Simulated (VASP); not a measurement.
## Band gap of Cs2AgBiBr6 at several levels of theory

How does the band gap of Cs2AgBiBr6 depend on the functional? The starting structure is a cell with measured lattice constants from the literature and the atomic positions of a computed structure of the Materials Project. The atoms were first relaxed with LDA in that cell, in a run that isn't shown, and the relaxed structure is the one below. Meshes and data sets differ where the inputs say so.

Method: Kohn-Sham DFT with plane waves and PAW; 9 levels of theory, named at each step, in VASP 6.6.1.

## Step 1: The starting structure

Symmetry: Fm-3m, No. 225, cubic system. The conventional cell has a = 11.267 Å, b = 11.267 Å, c = 11.267 Å, α = 90.00°, β = 90.00°, γ = 90.00°. Nearest to Bi lie 6 Br at 2.86 Å. Cs has 12 Br at 3.98 Å nearest. Nearest to Ag lie 6 Br at 2.77 Å. Br has 1 Ag at 2.77 Å and 1 Bi at 2.86 Å and 4 Cs at 3.98 Å nearest. Farther neighbours and most contacts between anions are not listed.

## Step 2: Bands with LDA

LDA, the lowest rung, knows the local density alone.

INCAR

```
SYSTEM = Cs2AgBiBr6
PREC = Accurate
ENCUT = 350
EDIFF = 1E-06
NELM = 100
ISMEAR = 0
SIGMA = 0.03
LREAL = .FALSE.
ALGO = Normal
GGA = CA
NBANDS = 67
LASPH = .TRUE.
LORBIT = 11
LWAVE = .FALSE.
LCHARG = .FALSE.
KPAR = 8
NCORE = 2
```

POSCAR

```
Cs2AgBiBr6
1.0
    0.0000000000      5.6333000000      5.6333000000
    5.6333000000      0.0000000000      5.6333000000
    5.6333000000      5.6333000000      0.0000000000
Bi Cs Ag Br
1 2 1 6
Direct
    0.0000000000      0.0000000000      0.0000000000
    0.2500000000      0.2500000000      0.2500000000
    0.7500000000      0.7500000000      0.7500000000
    0.5000000000      0.5000000000      0.5000000000
    0.7461344694      0.7461344694      0.2538655306
    0.7461344694      0.2538655306      0.7461344694
    0.2538655306      0.7461344694      0.2538655306
    0.2538655306      0.7461344694      0.7461344694
    0.2538655306      0.2538655306      0.7461344694
    0.7461344694      0.2538655306      0.2538655306
```

KPOINTS

```
Automatic mesh
0
Gamma
4 4 4
0 0 0
```

KPOINTS_OPT

```
Line mode
8
Line-mode
Reciprocal
  0.00000000   0.00000000   0.00000000 GAMMA
  0.50000000   0.00000000   0.50000000 X

  0.50000000   0.00000000   0.50000000 X
  0.50000000   0.25000000   0.75000000 W

  0.50000000   0.25000000   0.75000000 W
  0.37500000   0.37500000   0.75000000 K

  0.37500000   0.37500000   0.75000000 K
  0.00000000   0.00000000   0.00000000 GAMMA

  0.00000000   0.00000000   0.00000000 GAMMA
  0.50000000   0.50000000   0.50000000 L

  0.50000000   0.50000000   0.50000000 L
  0.62500000   0.25000000   0.62500000 U

  0.62500000   0.25000000   0.62500000 U
  0.50000000   0.25000000   0.75000000 W

  0.50000000   0.25000000   0.75000000 W
  0.50000000   0.50000000   0.50000000 L

  0.50000000   0.50000000   0.50000000 L
  0.37500000   0.37500000   0.75000000 K

  0.62500000   0.25000000   0.62500000 U
  0.50000000   0.00000000   0.50000000 X
```

The projector-augmented-wave data sets are Bi_d, Cs_sv, Ag and Br (LDA family, release 64).

On the command line:

```
$ mpirun -np 16 vasp_std
```

What it wrote:

```text
[banner, memory and clock lines left out]
running   16 mpi-ranks, on    1 nodes
 distrk:  each k-point on    2 cores,    8 groups
 distr:  one band on    2 cores,    1 groups

 POSCAR found type information on POSCAR BiCsAgBr
 POSCAR found :  4 types and      10 ions
 LDA part: xc-table for (Slater(with rela. corr.)+CA(PZ))
 , standard interpolation
 POSCAR, INCAR and KPOINTS ok, starting setup
 FFT: planning ... GRIDC
 FFT: planning ... GRID_SOFT
 FFT: planning ... GRID
 WAVECAR not read
 entering main loop
       N       E                     dE             d eps       ncg     rms          rms(c)
DAV:   1     0.563344822677E+03    0.56334E+03   -0.29053E+04  1128   0.828E+02
DAV:   2     0.230471597835E+02   -0.54030E+03   -0.51478E+03  1298   0.219E+02
DAV:   3    -0.339827660271E+02   -0.57030E+02   -0.56571E+02  1304   0.849E+01
DAV:   4    -0.354979764259E+02   -0.15152E+01   -0.15120E+01  1293   0.168E+01
DAV:   5    -0.355380471877E+02   -0.40071E-01   -0.40062E-01  1464   0.249E+00    0.833E+00
DAV:   6    -0.342792920995E+02    0.12588E+01   -0.16603E+00  1394   0.749E+00    0.566E+00
DAV:   7    -0.341879748003E+02    0.91317E-01   -0.95699E-01  1352   0.295E+00    0.248E+00
DAV:   8    -0.341739813632E+02    0.13993E-01   -0.88019E-02  1290   0.116E+00    0.649E-01
DAV:   9    -0.341722782283E+02    0.17031E-02   -0.74046E-03  1256   0.373E-01    0.110E-01
DAV:  10    -0.341723747673E+02   -0.96539E-04   -0.96149E-04  1365   0.949E-02    0.763E-02
DAV:  11    -0.341724067373E+02   -0.31970E-04   -0.16702E-04  1328   0.496E-02    0.133E-02
DAV:  12    -0.341724023811E+02    0.43561E-05   -0.18185E-05  1301   0.211E-02    0.759E-03
DAV:  13    -0.341724026462E+02   -0.26504E-06   -0.44304E-06  1368   0.626E-03
   1 F= -.34172403E+02 E0= -.34172403E+02  d E =-.478684E-14
 Start KPOINTS_OPT (optional k-point list driver)
k-point batch [1-8\80]
       N       E                     dE             ncg
DAV:   1    -0.159618424684E+03   -0.57163E+04     1128
DAV:   2    -0.437272994525E+04   -0.42131E+04     1298
DAV:   3    -0.481966928655E+04   -0.44694E+03     1264
DAV:   4    -0.483130708752E+04   -0.11638E+02     1309
DAV:   5    -0.483161249575E+04   -0.30541E+00     1480
DAV:   6    -0.483162024462E+04   -0.77489E-02     1352
DAV:   7    -0.483162072641E+04   -0.48178E-03     1624
DAV:   8    -0.483162072835E+04   -0.19411E-05     1168
DAV:   9    -0.483162072841E+04   -0.60253E-07      864
[...]
k-point batch [73-80\80]
       N       E                     dE             ncg
DAV:   1    -0.114875305695E+03   -0.10544E+05     1112
DAV:   2    -0.438882933825E+04   -0.42740E+04     1293
DAV:   3    -0.483417995067E+04   -0.44535E+03     1336
DAV:   4    -0.484599153155E+04   -0.11812E+02     1352
DAV:   5    -0.484630286897E+04   -0.31134E+00     1477
DAV:   6    -0.484631103766E+04   -0.81687E-02     1448
DAV:   7    -0.484631158840E+04   -0.55073E-03     1632
DAV:   8    -0.484631159059E+04   -0.21915E-05     1272
DAV:   9    -0.484631159065E+04   -0.60178E-07      920
```

Elapsed: 62 s, on 16 MPI ranks of Intel Xeon 6975P-C (Granite Rapids), shared host; peak memory 4.9 GiB.

The logs omit lines about the potential files and the build; timing stands in the text.

Parts of OUTCAR (step 2):

```text
ion  position               nearest neighbor table
   1  0.000  0.000  0.000-   5 2.86   6 2.86   7 2.86   8 2.86   9 2.86  10 2.86
   2  0.250  0.250  0.250-
   3  0.750  0.750  0.750-
   4  0.500  0.500  0.500-   5 2.77   6 2.77   7 2.77   8 2.77   9 2.77  10 2.77
   5  0.746  0.746  0.254-   4 2.77   1 2.86
   6  0.746  0.254  0.746-   4 2.77   1 2.86
   7  0.254  0.746  0.254-   4 2.77   1 2.86
   8  0.254  0.746  0.746-   4 2.77   1 2.86
   9  0.254  0.254  0.746-   4 2.77   1 2.86
  10  0.746  0.254  0.254-   4 2.77   1 2.86

  LATTYP: Found a face centered cubic cell.
 ALAT       =    11.2666000000

 Subroutine GETGRP returns: Found 48 space group operations
 (whereof 48 operations were pure point group operations)

The static configuration has the point symmetry O_h .

 Found      8 irreducible k-points:

   k-points           NKPTS =      8   k-points in BZ     NKDIM =      8   number of bands    NBANDS=     67

   dimension x,y,z NGX =    50 NGY =   50 NGZ =   50
   dimension x,y,z NGXF=   100 NGYF=  100 NGZF=  100

   ENCUT  =  350.0 eV  25.72 Ry    5.07 a.u.  12.15 12.15 12.15*2*pi/ulx,y,z

   NELECT =      86.0000    total number of electrons

 k-points in reciprocal lattice and weights: Automatic mesh
   0.00000000  0.00000000  0.00000000       0.016
   0.25000000  0.00000000  0.00000000       0.125
   0.50000000  0.00000000  0.00000000       0.062
   0.25000000  0.25000000  0.00000000       0.094
   0.50000000  0.25000000  0.00000000       0.375
  -0.25000000  0.25000000  0.00000000       0.188
   0.50000000  0.50000000  0.00000000       0.047
  -0.25000000  0.50000000  0.25000000       0.094

 average (electrostatic) potential at core
       1-110.0502       2 -48.0254       3 -48.0254       4 -76.6468       5 -69.7200
       6 -69.7200       7 -69.7200       8 -69.7200       9 -69.7200      10 -69.7200

 E-fermi :   1.3349

 k-point     1 :       0.0000    0.0000    0.0000
  band No.  band energies     occupation
    ...
     39       0.0496      2.00000
     40       0.0496      2.00000
     41       0.0496      2.00000
     42       0.5910      2.00000
     43       0.5910      2.00000
     44       3.2158      0.00000
     45       3.2158      0.00000
     46       3.2158      0.00000
     47       4.4981      0.00000
     48       5.4952      0.00000
    ...

 k-point     2 :       0.2500    0.0000    0.0000
  band No.  band energies     occupation
    ...
     39      -0.2739      2.00000
     40      -0.2739      2.00000
     41      -0.0524      2.00000
     42       0.1884      2.00000
     43       0.1884      2.00000
     44       2.7316      0.00000
     45       3.9361      0.00000
     46       3.9361      0.00000
     47       5.0743      0.00000
     48       5.8533      0.00000
    ...

 k-point     3 :       0.5000    0.0000    0.0000
  band No.  band energies     occupation
    ...
     39      -0.2803      2.00000
     40      -0.2803      2.00000
     41      -0.2755      2.00000
     42       0.0044      2.00000
     43       0.0044      2.00000
     44       2.2476      0.00000
     45       4.6315      0.00000
     46       4.6315      0.00000
     47       5.8759      0.00000
     48       5.9957      0.00000
    ...

  Total       -4.5625718     -4.5625718     -4.5625718      0.0000000     -0.0000000      0.0000000
  in kB      -20.4456845    -20.4456845    -20.4456845      0.0000000     -0.0000000      0.0000000
  external PRESSURE =     -20.4456845 kB  Pullay stress =       0.0000000 kB

  energy-cutoff  :      350.00
  volume of cell :      357.54
      direct lattice vectors                 reciprocal lattice vectors
     0.000000000  5.633300000  5.633300000    -0.088757922  0.088757922  0.088757922
     5.633300000  0.000000000  5.633300000     0.088757922 -0.088757922  0.088757922
     5.633300000  5.633300000  0.000000000     0.088757922  0.088757922 -0.088757922

 POSITION                                       TOTAL-FORCE (eV/Angst)
 -----------------------------------------------------------------------------------
      0.00000      0.00000      0.00000         0.000000      0.000000      0.000000
      2.81665      2.81665      2.81665         0.000000     -0.000000      0.000000
      8.44995      8.44995      8.44995         0.000000      0.000000      0.000000
      5.63330      5.63330      5.63330         0.000000     -0.000000      0.000000
      5.63330      5.63330      8.40640         0.000000      0.000000     -0.005427
      5.63330      8.40640      5.63330         0.000000     -0.005427      0.000000
      5.63330      2.86020      5.63330         0.000000      0.005427      0.000000
      8.40640      5.63330      5.63330        -0.005427      0.000000      0.000000
      5.63330      5.63330      2.86020         0.000000      0.000000      0.005427
      2.86020      5.63330      5.63330         0.005427      0.000000      0.000000
 -----------------------------------------------------------------------------------
    total drift:                                0.000000     -0.000000     -0.000000

  FREE ENERGIE OF THE ION-ELECTRON SYSTEM (eV)
  ---------------------------------------------------
  free  energy   TOTEN  =       -34.1724026462 eV

  energy  without entropy=      -34.1724026462  energy(sigma->0) =      -34.17240265

 total charge
# of ion       s       p       d       tot
------------------------------------------
    1        1.645   0.961   9.972  12.577
    2        1.836   4.683   0.018   6.537
    3        1.836   4.683   0.018   6.537
    4        0.262   0.195   9.291   9.748
    5        1.614   3.214   0.013   4.841
    6        1.614   3.214   0.013   4.841
    7        1.614   3.214   0.013   4.841
    8        1.614   3.214   0.013   4.841
    9        1.614   3.214   0.013   4.841
   10        1.614   3.214   0.013   4.841
--------------------------------------------------
tot         15.262  29.806  19.377  64.445

[... 3 further parts left out ...]
```

Spin-orbit coupling is off here; with elements this heavy it can split and shift levels by tenths of an eV, and by up to about 1 eV where a band edge is a 6p state. At this level the cell is under a tension of 2.0 GPa, so at these settings it is away from equilibrium.

LDA gives a least gap of 1.065 eV, and a least direct gap of 2.154 eV.

## Step 3: Bands with PBE

PBE, the usual starting point, adds the gradient of the density.

INCAR: that of step 2 with these lines changed.

```diff
@@ -9,3 +9,3 @@
 ALGO = Normal
-GGA = CA
+GGA = PE
 NBANDS = 67
```

POSCAR is that of step 2.

KPOINTS is that of step 2.

KPOINTS_OPT is that of step 2.

Potentials, in the order of the species: Bi_d, Cs_sv, Ag and Br (PBE family, release 64).

On the command line:

```
$ mpirun -np 16 vasp_std
```

What it wrote:

```text
[banner, memory and clock lines left out]
running   16 mpi-ranks, on    1 nodes
[...]
LDA part: xc-table for (Slater+PW92), standard interpolation
 POSCAR, INCAR and KPOINTS ok, starting setup
[...]
entering main loop
       N       E                     dE             d eps       ncg     rms          rms(c)
DAV:   1     0.576079969301E+03    0.57608E+03   -0.29137E+04  1128   0.829E+02
DAV:   2     0.283011031267E+02   -0.54778E+03   -0.52231E+03  1298   0.220E+02
DAV:   3    -0.293916850712E+02   -0.57693E+02   -0.57246E+02  1296   0.856E+01
DAV:   4    -0.308636159926E+02   -0.14719E+01   -0.14688E+01  1293   0.166E+01
[...]
DAV:  13    -0.295273336797E+02   -0.46314E-05   -0.24979E-05  1208   0.131E-02    0.105E-02
DAV:  14    -0.295273324197E+02    0.12600E-05   -0.41939E-06  1296   0.637E-03    0.218E-03
DAV:  15    -0.295273325028E+02   -0.83158E-07   -0.39473E-07   712   0.212E-03
   1 F= -.29527333E+02 E0= -.29527333E+02  d E =-.322214E-26
 Start KPOINTS_OPT (optional k-point list driver)
k-point batch [1-8\80]
       N       E                     dE             ncg
DAV:   1    -0.495111266144E+01   -0.55617E+04     1128
DAV:   2    -0.427881878207E+04   -0.42739E+04     1290
DAV:   3    -0.473100116112E+04   -0.45218E+03     1280
DAV:   4    -0.474234689838E+04   -0.11346E+02     1280
DAV:   5    -0.474264866857E+04   -0.30177E+00     1525
DAV:   6    -0.474265504159E+04   -0.63730E-02     1320
DAV:   7    -0.474265548005E+04   -0.43846E-03     1648
DAV:   8    -0.474265548354E+04   -0.34830E-05     1120
DAV:   9    -0.474265548376E+04   -0.21816E-06      888
[...]
k-point batch [73-80\80]
       N       E                     dE             ncg
DAV:   1     0.381055807361E+02   -0.10391E+05     1104
DAV:   2    -0.429480861879E+04   -0.43329E+04     1293
DAV:   3    -0.474426178596E+04   -0.44945E+03     1320
DAV:   4    -0.475584035126E+04   -0.11579E+02     1360
DAV:   5    -0.475613713266E+04   -0.29678E+00     1504
DAV:   6    -0.475614420866E+04   -0.70760E-02     1424
DAV:   7    -0.475614465343E+04   -0.44477E-03     1632
DAV:   8    -0.475614465521E+04   -0.17829E-05     1224
DAV:   9    -0.475614465528E+04   -0.64711E-07      960
```

Elapsed: 71 s, on 16 MPI ranks; peak memory 5.6 GiB; 17 min of CPU time.

From OUTCAR (step 3):

```text
  Total        2.5583685      2.5583685      2.5583685     -0.0000000     -0.0000000      0.0000000
  in kB       11.4644982     11.4644982     11.4644982     -0.0000000     -0.0000000      0.0000000
  external PRESSURE =      11.4644982 kB  Pullay stress =       0.0000000 kB

 POSITION                                       TOTAL-FORCE (eV/Angst)
 -----------------------------------------------------------------------------------
      0.00000      0.00000      0.00000         0.000000      0.000000     -0.000000
      2.81665      2.81665      2.81665         0.000000      0.000000     -0.000000
      8.44995      8.44995      8.44995         0.000000      0.000000      0.000000
      5.63330      5.63330      5.63330         0.000000      0.000000      0.000000
      5.63330      5.63330      8.40640         0.000000      0.000000      0.084697
      5.63330      8.40640      5.63330         0.000000      0.084697      0.000000
      5.63330      2.86020      5.63330         0.000000     -0.084697      0.000000
      8.40640      5.63330      5.63330         0.084697      0.000000      0.000000
      5.63330      5.63330      2.86020         0.000000      0.000000     -0.084697
      2.86020      5.63330      5.63330        -0.084697      0.000000      0.000000
 -----------------------------------------------------------------------------------
    total drift:                                0.000000     -0.000000     -0.000000

  FREE ENERGIE OF THE ION-ELECTRON SYSTEM (eV)
  ---------------------------------------------------
  free  energy   TOTEN  =       -29.5273325028 eV

  energy  without entropy=      -29.5273325028  energy(sigma->0) =      -29.52733250

[... 2 parts as in an earlier step ...]

[... 1 further part left out ...]
[key lines of the parts left out:]
E-fermi :   1.5642
```

PBE gives a least gap of 1.213 eV, and a least direct gap of 2.283 eV. The least gap is +0.148 eV from that of LDA.

(Continued in part 2 of 4.)

[Lines on the potential files, build, host, timing and source positions are cut from VASP's logs without a mark.]

[Logs are printed without paths, hosts, clocks, repeated set-up lines and the standing remarks that a program may print on its own settings, such as how far it seeks lower states.]

[Hosts, paths, dates, database ids (printed as entryN), source tags and the programs' standing remarks are cut or masked in the printed files.]
